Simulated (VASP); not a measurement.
An input for Quantum ESPRESSO's pw.x (written as the equivalent of a VASP run, and not itself run):

```
&CONTROL
  calculation = 'vc-relax'
  pseudo_dir = './pseudo'
  outdir = './out'
  tprnfor = .true.
  tstress = .true.
  nstep = 30
  forc_conv_thr = 0.00039
/
&SYSTEM
  ibrav = 0
  nat = 4
  ntyp = 2
  ecutwfc = 84
  occupations = 'smearing'
  smearing = 'gaussian'
  degauss = 0.003675
  input_dft = 'pz'
/
&ELECTRONS
  conv_thr = 7.3e-09
  electron_maxstep = 100
/
&IONS
/
&CELL
  cell_dofree = 'shape'
/
ATOMIC_SPECIES
  Ga 69.723 Ga.upf
  N 14.007 N.upf
CELL_PARAMETERS angstrom
     1.5950432   -2.7626958    0.0000000
     1.5950432    2.7626958    0.0000000
     0.0000000    0.0000000    5.1966812
ATOMIC_POSITIONS crystal
  Ga   0.6666670  0.3333330  0.5001953
  Ga   0.3333330  0.6666670  0.0001953
  N    0.6666670  0.3333330  0.8768047
  N    0.3333330  0.6666670  0.3768047
K_POINTS automatic
  10 10 5 0 0 0
```

Question: Write the VASP files for the same calculation (LDA).

Answer: One answer among several that fit: 
**KPOINTS**
```
Automatic mesh
0
Gamma
10 10 5
0 0 0
```

### POSCAR
```
GaN
1
    1.5950431601    -2.7626957562     0.0000000000
    1.5950431601     2.7626957562     0.0000000000
    0.0000000000     0.0000000000     5.1966812229
Ga N
2 2
Direct
  0.6666670000   0.3333330000   0.5001952526
  0.3333330000   0.6666670000   0.0001952526
  0.6666670000   0.3333330000   0.8768047474
  0.3333330000   0.6666670000   0.3768047474
```

### INCAR
```
! general
SYSTEM  = GaN
PREC    = Accurate
ENCUT   = 520
LREAL   = .FALSE.
LASPH   = .TRUE.

! electronic loop
EDIFF   = 1E-7
NELM    = 100
ALGO    = Normal
LMAXMIX = 4

! smearing
ISMEAR  = 0
SIGMA   = 0.05

! ions
IBRION  = 2
NSW     = 30
ISIF    = 4
EDIFFG  = -0.01

! output
LWAVE   = .FALSE.
LCHARG  = .FALSE.
```

POTCAR, in this order: Ga_d N (LDA.64 set). Program: vasp_std.

What does not carry over: the potentials are each code's own (VASP's PAW set, PseudoDojo norm-conserving files in pw.x), so ENCUT and ecutwfc are chosen apart and not converted; conv_thr bounds pw.x's estimated SCF error, while EDIFF bounds the energy change between steps; forc_conv_thr acts on force components and is met together with etot_conv_thr.

The compound is GaN in the wurtzite structure. This cell is one point of a volume scan, at 1.03 of the reference volume.
